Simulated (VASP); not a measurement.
Data:

```
CELL_PARAMETERS angstrom
      7.24888     0.00000     0.00000
      0.00000     7.24888     0.00000
      0.00000     0.00000     7.24888
ATOMIC_POSITIONS crystal
  B  0.49912 0.99992 0.99972
  B  0.75009 0.25149 0.00025
  B  0.75007 0.00039 0.25124
  B  0.99914 0.99859 0.99832
  B  0.25073 0.25027 0.99761
  B  0.50053 0.49792 0.00032
  B  0.75140 0.74954 0.99969
  B  0.25073 0.99783 0.25010
  B  0.48726 0.25569 0.25556
  B  0.76338 0.49349 0.25563
  B  0.50047 0.00049 0.49777
  B  0.76325 0.25595 0.49309
  B  0.75131 0.99998 0.74924
  B  0.99975 0.49918 0.99759
  B  0.25132 0.75091 0.99839
  B  0.00187 0.24971 0.24946
  B  0.24872 0.49973 0.24961
  B  0.50047 0.74901 0.25131
  B  0.99969 0.99785 0.49900
  B  0.24869 0.24979 0.49956
  B  0.48703 0.49399 0.49380
  B  0.75003 0.74903 0.49774
  B  0.25127 0.99861 0.75070
  B  0.50043 0.25147 0.74881
  B  0.75003 0.49793 0.74876
  B  0.99981 0.75164 0.25007
  B  0.00178 0.49971 0.49951
  B  0.25070 0.75173 0.49906
  B  0.99972 0.25026 0.75142
  B  0.25073 0.49921 0.75156
  B  0.49912 0.74958 0.74938
  B  0.99916 0.75090 0.75064
  N  0.62430 0.13010 0.12991
  N  0.87801 0.37365 0.12436
  N  0.87796 0.12459 0.37336
  N  0.12626 0.12369 0.12347
  N  0.37263 0.37581 0.12446
  N  0.62623 0.61926 0.12997
  N  0.87445 0.87516 0.12465
  N  0.37259 0.12466 0.37564
  N  0.87795 0.62488 0.37560
  N  0.62617 0.13019 0.61902
  N  0.87789 0.37584 0.62459
  N  0.87436 0.12492 0.87495
  N  0.12430 0.62574 0.12351
  N  0.37605 0.87422 0.12473
  N  0.12528 0.37477 0.37455
  N  0.37252 0.62496 0.37352
  N  0.62526 0.87472 0.37455
  N  0.12424 0.12372 0.62554
  N  0.37254 0.37372 0.62475
  N  0.62425 0.61935 0.61911
  N  0.87436 0.87425 0.62432
  N  0.37606 0.12491 0.87402
  N  0.62526 0.37471 0.87453
  N  0.87441 0.62454 0.87397
  N  0.12524 0.87474 0.37460
  N  0.12623 0.62577 0.62557
  N  0.37608 0.87527 0.62441
  N  0.12521 0.37478 0.87453
  N  0.37613 0.62456 0.87510
  N  0.62524 0.87473 0.87451
  N  0.12523 0.87472 0.87449
```
Cell charge -1.

Computed with HSE06 screened hybrid, VASP's PBE PAW potentials (set 64) (plane waves; VASP). Run with PREC = Normal, LREAL = Auto, ISYM = 0, NELECT = 252.0, EDIFF = 1E-5, 400 eV cut-off, 1×1×1 Γ-centred mesh, Gaussian smearing of 0.050 eV, potentials B N. Starting moments (MAGMOM): 63*0.0317. The cell's moment is fixed (NUPDOWN = 2).

The cell is charged, with a uniform compensating background. The supercell is sampled at Γ alone, which is coarse: total energies, pressure and levels can be off, energies of defects by several tenths of an eV.

Question: What does the run give for the cell moment, energy per atom (σ→0)?

Answer: 
| Item | Value |
|---|---|
| cell moment | 2.00 μB |
| energy per atom (σ→0) | -9.851 eV/atom |

Question: Give the moment on each site (PAW-sphere projection).

Answer: 
| site | moment (μB) |
|---|---|
| B1 | 0.01 |
| B2 | 0.01 |
| B3 | 0.01 |
| B4 | 0.01 |
| B5 | 0.01 |
| B6 | 0.01 |
| B7 | 0.01 |
| B8 | 0.01 |
| B9 | 0.12 |
| B10 | 0.13 |
| B11 | 0.01 |
| B12 | 0.12 |
| B13 | 0.01 |
| B14 | 0.01 |
| B15 | 0.01 |
| B16 | 0.01 |
| B17 | 0.01 |
| B18 | 0.01 |
| B19 | 0.01 |
| B20 | 0.01 |
| B21 | 0.13 |
| B22 | 0.01 |
| B23 | 0.01 |
| B24 | 0.01 |
| B25 | 0.01 |
| B26 | 0.01 |
| B27 | 0.01 |
| B28 | 0.01 |
| B29 | 0.01 |
| B30 | 0.01 |
| B31 | 0.01 |
| B32 | 0.01 |
| N33 | 0.01 |
| N34 | 0.01 |
| N35 | 0.01 |
| N36 | 0.01 |
| N37 | 0.01 |
| N38 | 0.01 |
| N39 | 0.00 |
| N40 | 0.01 |
| N41 | 0.01 |
| N42 | 0.01 |
| N43 | 0.01 |
| N44 | 0.00 |
| N45 | 0.01 |
| N46 | 0.00 |
| N47 | 0.00 |
| N48 | 0.01 |
| N49 | -0.01 |
| N50 | 0.01 |
| N51 | 0.01 |
| N52 | 0.01 |
| N53 | 0.00 |
| N54 | 0.00 |
| N55 | -0.01 |
| N56 | 0.00 |
| N57 | 0.01 |
| N58 | 0.01 |
| N59 | 0.00 |
| N60 | 0.01 |
| N61 | 0.00 |
| N62 | -0.01 |
| N63 | -0.01 |

Total energies compare only between runs with the same potentials, cut-off and functional.

The cell is a supercell with a defect, built from BN (zinc blende): vac_N, charge -1. The cell's shape comes from a PBE relaxation.
